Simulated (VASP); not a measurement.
The input files of a VASP run:

### KPOINTS
```
Automatic mesh
0
Gamma
15 15 15
0 0 0
```

### POSCAR
```
AlN
1
    2.4600600378     0.0000000000     0.0000000000
    0.0000000000     2.4600600378     0.0000000000
   -0.0000000000    -0.0000000000     2.4600600378
Al N
1 1
Direct
  0.0000000000   0.0000000000   0.0000000000
  0.5000000000   0.5000000000   0.5000000000
```

### INCAR
```
NSW=40   ! most ionic steps
GGA=PS
ISIF=3   ! ions, shape and volume
ENCUT=620   ! plane-wave cut-off (eV)
SIGMA=0.1
LREAL=.FALSE.   ! projection in real space or not
LASPH=.TRUE.
LCHARG=.FALSE.
PREC=Accurate
IBRION=2   ! conjugate gradients
PSTRESS=450
LWAVE=.FALSE.
ISMEAR=1
EDIFF=1E-6   ! SCF stop (eV)
EDIFFG=-0.02
NELM=100   ! most electronic steps
SYSTEM=AlN
ALGO=Normal   ! blocked Davidson
```

POTCAR, in this order: Al N (PBE.64 set). Program: vasp_std.

**Question.** Write an equivalent input for Ansatz.

**Answer.** One equivalent input (not run):
Ansatz 0.2 input:
```yaml
crystal:
  lattice:
    - [2.4600600, 0.0000000, 0.0000000]
    - [0.0000000, 2.4600600, 0.0000000]
    - [0.0000000, 0.0000000, 2.4600600]
  atoms:
    - { symbol: Al, position: [0.0000000, 0.0000000, 0.0000000] }
    - { symbol: N, position: [0.5000000, 0.5000000, 0.5000000] }
kpoints:
  mp_grid: { grid: [15, 15, 15] }
hamiltonian:
  xc: pbesol
  pseudopotentials: { kind: paw }
scf:
  occupations: { method: methfessel_paxton, width: 0.1 }
  max_iter: 100
relax:
  max_steps: 40
  f_tol: 0.02
  cell: { p_target: 45 }
output: { forces: true, stress: true, eigenvalues: true }
```
Limits of the translation: each code has its own PAW files, so the cut-off isn't converted (ENCUT is set for VASP's; basis.ecutwfc is left out, and Ansatz then takes the one that its files recommend); Ansatz stops its SCF on the density residual and VASP on the energy change (EDIFF).

The structure was generated: AlN was put into the CsCl type type (Pm-3m), which need not be its known phase. It was relaxed first under an external pressure of 45 GPa.
